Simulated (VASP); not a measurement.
Calculation: PBE GGA, VASP's PBE PAW potentials (set 64) (plane waves; VASP).

Input for VASP

**KPOINTS**
```
kpoints
0
G
12 12 12
0 0 0
```

POSCAR:
```
Sn
1
   -2.9401400000     2.9401400000     1.5993000000
    2.9401400000    -2.9401400000     1.5993000000
    2.9401400000     2.9401400000    -1.5993000000
Sn
2
Direct
  0.7500000000   0.2500000000   0.5000000000
  0.0000000000   0.0000000000   0.0000000000
```

INCAR:
```
LMAXMIX=4   # l cut-off of mixed one-centre charges
ISMEAR=1   # Methfessel-Paxton
SYSTEM=Sn
PREC=Accurate
LASPH=.True.   # aspherical one-centre terms
ISIF=2
EDIFF=1E-6   # SCF stop (eV)
ENCUT=180   # plane-wave cut-off (eV)
SIGMA=0.05   # width (eV)
LWAVE=.False.
ALGO=Normal
GGA=PE
NELM=100   # most electronic steps
LCHARG=.False.
LREAL=.False.   # projection in real space or not
```

POTCAR, in this order: Sn_d (PBE.64 set). Program: vasp_std.

Output

File OUTCAR:
```
 ion  position               nearest neighbor table
   1  0.750  0.250  0.500-   2 3.05   2 3.05   2 3.05   2 3.05
   2  0.000  0.000  0.000-   1 3.05   1 3.05   1 3.05   1 3.05
  LATTYP: Found a body centered tetragonal cell.
 ALAT       =     5.8802800000
 C/A-ratio  =     0.5439536893
 Subroutine PRICEL returns:
 Original cell was already a primitive cell.
 Subroutine GETGRP returns: Found 16 space group operations
The static configuration has the point symmetry D_2d.
 The point group associated with its full space group is D_4h.
The dynamic configuration has the point symmetry D_2d.
 Subroutine INISYM returns: Found 16 space group operations
 Subroutine IBZKPT returns following result:
 Found    163 irreducible k-points:

 Following reciprocal coordinates:
            Coordinates               Weight
  0.000000  0.000000  0.000000      1.000000
  0.083333  0.000000  0.000000      8.000000
  0.166667  0.000000  0.000000      8.000000
  0.250000  0.000000 -0.000000      8.000000
  0.333333  0.000000  0.000000      8.000000
  0.416667 -0.000000  0.000000      8.000000
  0.500000  0.000000 -0.000000      4.000000
  0.083333  0.083333  0.000000      8.000000
  0.166667  0.083333 -0.000000     16.000000
  0.250000  0.083333  0.000000     16.000000
  0.333333  0.083333  0.000000     16.000000
  0.416667  0.083333  0.000000     16.000000
  0.500000  0.083333  0.000000     16.000000
 -0.416667  0.083333 -0.000000     16.000000
 -0.333333  0.083333  0.000000     16.000000
 -0.250000  0.083333  0.000000     16.000000
 -0.166667  0.083333  0.000000     16.000000
 -0.083333  0.083333  0.000000      4.000000
  0.166667  0.166667  0.000000      8.000000
  0.250000  0.166667  0.000000     16.000000
  0.333333  0.166667 -0.000000     16.000000
  0.416667  0.166667  0.000000     16.000000
...
```

### OSZICAR
```
       N       E                     dE             d eps       ncg     rms          rms(c)
DAV:   1     0.131458441122E+03    0.13146E+03   -0.94467E+03  5958   0.106E+03
DAV:   2    -0.773569024035E+00   -0.13223E+03   -0.13076E+03  6002   0.276E+02
DAV:   3    -0.675024965617E+01   -0.59767E+01   -0.59509E+01  6760   0.670E+01
DAV:   4    -0.680801734746E+01   -0.57768E-01   -0.57703E-01  6314   0.650E+00
DAV:   5    -0.680888283333E+01   -0.86549E-03   -0.86545E-03  6412   0.765E-01    0.285E+00
DAV:   6    -0.671759561195E+01    0.91287E-01   -0.17001E-01  7118   0.506E+00    0.138E+00
DAV:   7    -0.670338479674E+01    0.14211E-01   -0.82924E-02  7078   0.349E+00    0.232E-01
DAV:   8    -0.670350693860E+01   -0.12214E-03   -0.36906E-03  6110   0.558E-01    0.337E-02
DAV:   9    -0.670349891628E+01    0.80223E-05   -0.62197E-05  6386   0.779E-02    0.161E-02
DAV:  10    -0.670349868120E+01    0.23508E-06   -0.10188E-05  6120   0.299E-02    0.158E-03
DAV:  11    -0.670349949423E+01   -0.81303E-06   -0.84495E-07  3162   0.113E-02
   1 F= -.67034995E+01 E0= -.67035270E+01  d E =0.825074E-04
```

File OUTCAR:
```
------------------------ aborting loop because EDIFF is reached ----------------------------------------
  FORCE on cell =-STRESS in cart. coord.  units (eV):
  Direction    XX          YY          ZZ          XY          YZ          ZX
  --------------------------------------------------------------------------------------
  Total      -18.3531208    -18.3531208    -18.5367261      0.0000000      0.0000000      0.0000000
  in kB     -531.7341540   -531.7341540   -537.0536413      0.0000000      0.0000000      0.0000000
  external PRESSURE =    -533.5073164 kB  Pullay stress =       0.0000000 kB
  volume of cell :       55.30
      direct lattice vectors                 reciprocal lattice vectors
    -2.940140000  2.940140000  1.599300000     0.000000000  0.170059929  0.312636779
     2.940140000 -2.940140000  1.599300000     0.170059929  0.000000000  0.312636779
     2.940140000  2.940140000 -1.599300000     0.170059929  0.170059929  0.000000000
 POSITION                                       TOTAL-FORCE (eV/Angst)
 -----------------------------------------------------------------------------------
     -0.00000      2.94014      0.79965        -0.000000     -0.000000     -0.000000
      0.00000      0.00000      0.00000         0.000000      0.000000      0.000000
 -----------------------------------------------------------------------------------
    total drift:                                0.000000     -0.000000     -0.000000
  FREE ENERGIE OF THE ION-ELECTRON SYSTEM (eV)
  ---------------------------------------------------
  free  energy   TOTEN  =        -6.7034994942 eV

  energy  without entropy=       -6.7035820016  energy(sigma->0) =       -6.70352700
```
(Selected blocks of OUTCAR.)

At this cut-off the stress carries a Pulay error, which pulls relaxed volumes low.

The structure comes from a computed database's Sn entry; how it stands against other phases isn't given here. The cell was not relaxed at this level. The run is one of a series of settings (ENCUT = 180 against the base run), some of them coarse on purpose.
